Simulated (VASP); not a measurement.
The system is MnS.

```xyz
2
Lattice="0.0000 2.6045 2.6045 2.6045 0.0000 2.6045 2.6045 2.6045 0.0000" Properties=species:S:1:pos:R:3 pbc="T T T"
Mn    0.0000    0.0000    0.0000
S     2.6045    2.6045    2.6045
```

```yaml
Program: VASP 6.6.1
Task: relaxation of cell and atoms
Functional: LDA
Potentials_or_basis: VASP PAW LDA potentials, release 64 (Mn_pv, S)
Cutoff: 600 eV
k_mesh: 10 × 10 × 10
Occupations: gaussian, width 0.03 eV
Spin: collinear spin, ferromagnetic start
Starting_moments: "[4.0, 0.0] μB"
```

At the start: pressure -13.1 GPa; volume 17.67 Å³/atom.

**Question.** How do energy, volume and symmetry change on relaxing?

**Answer.** Over 6 steps the energy falls by 202.7 meV/atom and the volume is 13.68 Å³/atom (-22.6 %); space group Fm-3m (No. 225, to 0.05 Å); moment 3.48 μB per cell.

The path:
```
step  energy change (eV)  largest force (eV/Å)  pressure (GPa)  volume (Å³)
   1              0.0000                0.0000          -13.09        35.33
   2             -0.3897                0.0000           -3.18        28.45
   3             -0.4055                0.0000           -0.15        27.38
   4             -0.4053                0.0000            0.57        27.23
   5             -0.4054                0.0000           -0.38        27.43
   6             -0.4055                0.0000           -0.02        27.35
```

Final structure:
```yaml
crystal:
  lattice:
    - [0.00000, 2.39135, 2.39135]
    - [2.39135, 0.00000, 2.39135]
    - [2.39135, 2.39135, 0.00000]
  atoms:
    - { symbol: Mn, position: [0.00000, 0.00000, 0.00000] }
    - { symbol: S, position: [0.50000, 0.50000, 0.50000] }
```

Caveat: the volume moved by over 15 % at a fixed basis, so the end points are rough; the volume moved by -23 % from the deposited cell, more than functionals usually miss; a cell with one magnetic atom can't hold antiferromagnetic order, which such compounds often take.
